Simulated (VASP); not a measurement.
The system is Ba2C3.

```
Ba C
1.0
     4.78571    0.00000    0.00000
     0.00000    4.78571    0.00000
     0.00000    0.00000    4.78571
Ba C
2 3
Direct
  0.50000 0.50000 0.50000
  0.00000 0.00000 0.00000
  0.50000 0.00000 0.00000
  0.00000 0.50000 0.00000
  0.00000 0.00000 0.50000
```

The cell was built by a generator and needn't be a form met in nature.

The cell isn't the ideal one: random cell by space group and Wyckoff sites (Pm-3m, No. 221).

```yaml
Program: VASP 6.6.1
Task: relaxation of cell and atoms
Functional: PBE
Potentials_or_basis: VASP PAW PBE potentials, release 64 (Ba_sv, C)
Cutoff: 600 eV
k_mesh: 8 × 8 × 8
Occupations: gaussian, width 0.1 eV
Spin: no spin polarisation
```

At the start: pressure 2.4 GPa; volume 21.92 Å³/atom.

Question: How do energy, volume and symmetry change on relaxing?

Answer: Over 3 steps the energy falls by 9.5 meV/atom and the volume is 23.25 Å³/atom (+6.1 %); space group Pm-3m (No. 221, to 0.05 Å).

Step by step:
```csv
step,energy change (eV),largest force (eV/Å),pressure (GPa),volume (Å³)
1,0.0000,0.0000,2.41,109.61
2,-0.0456,0.0000,0.42,114.92
3,-0.0473,0.0000,-0.03,116.26
```

Final structure:
```cif
data_structure
_symmetry_space_group_name_H-M 'P 1'
_symmetry_Int_Tables_number 1
_cell_length_a 4.8807
_cell_length_b 4.8807
_cell_length_c 4.8807
_cell_angle_alpha 90.000
_cell_angle_beta 90.000
_cell_angle_gamma 90.000
_cell_volume 116.26
loop_
_atom_site_label
_atom_site_type_symbol
_atom_site_fract_x
_atom_site_fract_y
_atom_site_fract_z
_atom_site_occupancy
Ba1 Ba 0.50000 0.50000 0.50000 1
Ba2 Ba 0.00000 0.00000 0.00000 1
C1 C 0.50000 0.00000 0.00000 1
C2 C 0.00000 0.50000 0.00000 1
C3 C 0.00000 0.00000 0.50000 1
```
